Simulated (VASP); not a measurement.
The input files of a VASP run:

**KPOINTS**
```
Automatic mesh
0
Gamma
7 7 4
0 0 0
```

### INCAR
```
! general
SYSTEM  = BeTe
PREC    = Accurate
ENCUT   = 500   ! plane-wave cut-off (eV)
LREAL   = F
LASPH   = T

! electronic loop
EDIFF   = 1E-6   ! SCF stop (eV)
NELM    = 100   ! most electronic steps
ALGO    = Normal   ! blocked Davidson
LMAXMIX = 4   ! l cut-off of mixed one-centre charges

! smearing
ISMEAR  = 0   ! Gaussian
SIGMA   = 0.05

! functional
GGA     = PS   ! PBEsol

! ions
IBRION  = 2
NSW     = 40
ISIF    = 3
EDIFFG  = -0.02   ! ionic stop
PSTRESS = 300

! output
LWAVE   = F
LCHARG  = F
```

### POSCAR
```
BeTe
1
    3.6699319931     0.0000000000     0.0000000000
   -1.8349659966     3.1782550792     0.0000000000
    0.0000000000     0.0000000000     6.0975788972
Be Te
2 2
Direct
  0.3333330000   0.6666670000   0.0016987073
  0.6666670000   0.3333330000   0.5016987073
  0.3333330000   0.6666670000   0.3733012927
  0.6666670000   0.3333330000   0.8733012927
```

POTCAR, in this order: Be Te (PBE.64 set). Program: vasp_std.

Q: Write an equivalent input for Ansatz.

A: One equivalent input (not run):
Ansatz 0.2 input:
```yaml
crystal:
  lattice:
    - [3.6699320, 0.0000000, 0.0000000]
    - [-1.8349660, 3.1782551, 0.0000000]
    - [0.0000000, 0.0000000, 6.0975789]
  atoms:
    - { symbol: Be, position: [0.3333330, 0.6666670, 0.0016987] }
    - { symbol: Be, position: [0.6666670, 0.3333330, 0.5016987] }
    - { symbol: Te, position: [0.3333330, 0.6666670, 0.3733013] }
    - { symbol: Te, position: [0.6666670, 0.3333330, 0.8733013] }
kpoints:
  mp_grid: { grid: [7, 7, 4] }
hamiltonian:
  xc: pbesol
  pseudopotentials: { kind: paw }
scf:
  occupations: { method: gaussian, width: 0.05 }
  max_iter: 100
relax:
  max_steps: 40
  f_tol: 0.02
  cell: { p_target: 30 }
output: { forces: true, stress: true, eigenvalues: true }
```
What does not carry over: each code has its own PAW files, so the cut-off isn't converted (ENCUT is set for VASP's; basis.ecutwfc is left out, and Ansatz then takes the one that its files recommend); Ansatz stops its SCF on the density residual and VASP on the energy change (EDIFF).

The structure was generated: BeTe was put into the wurtzite type (P6_3mc), which need not be its known phase. This run relaxes it under an external pressure of 30 GPa. Symmetry was kept, so distortions that lower it aren't found.
